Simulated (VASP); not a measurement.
Level of theory: PBEsol GGA, VASP's PBE PAW potentials (set 64) (plane waves; VASP).

VASP input:

**INCAR**
```
ISIF=3   ! ions, shape and volume
GGA=PS   ! PBEsol
LCHARG=F
NELM=100   ! most electronic steps
PREC=Accurate
LWAVE=F
IBRION=2   ! conjugate gradients
EDIFFG=-0.01
ISMEAR=1
ENCUT=480
EDIFF=1E-6   ! SCF stop (eV)
LREAL=F   ! projection in real space or not
NSW=60   ! most ionic steps
LASPH=T   ! aspherical one-centre terms
SIGMA=0.1   ! width (eV)
SYSTEM=AuZn
ALGO=Normal   ! blocked Davidson
LMAXMIX=6   ! l cut-off of mixed one-centre charges
```

File KPOINTS:
```
Automatic mesh
0
Gamma
10 10 10
0 0 0
```

File POSCAR:
```
AuZn
1.0
  3.1500000000   0.0000000000   0.0000000000
  0.0000000000   3.1500000000   0.0000000000
  0.0000000000   0.0000000000   3.1500000000
Zn Au
1 1
Cartesian
  1.5750000000   1.5750000000   1.5750000000
  0.0000000000   0.0000000000   0.0000000000
```

POTCAR, in this order: Zn Au (PBE.64 set). Program: vasp_std.

Q: What will the output report for the number of irreducible k-points (NKPTS), largest plane-wave count, number of space-group operations, FFT grid (NGX, NGY, NGZ)?

A: 
```json
{
  "number of irreducible k-points (NKPTS)": "56",
  "largest_plane_wave_count": "768",
  "number_of_space_group_operations": "48",
  "FFT grid (NGX, NGY, NGZ)": "24 × 24 × 24"
}
```

The compound is AuZn in the CsCl type structure. This run relaxes it. Symmetry was kept, so distortions that lower it aren't found. The electron count is odd and the run is not spin-polarised, which forces a metal.
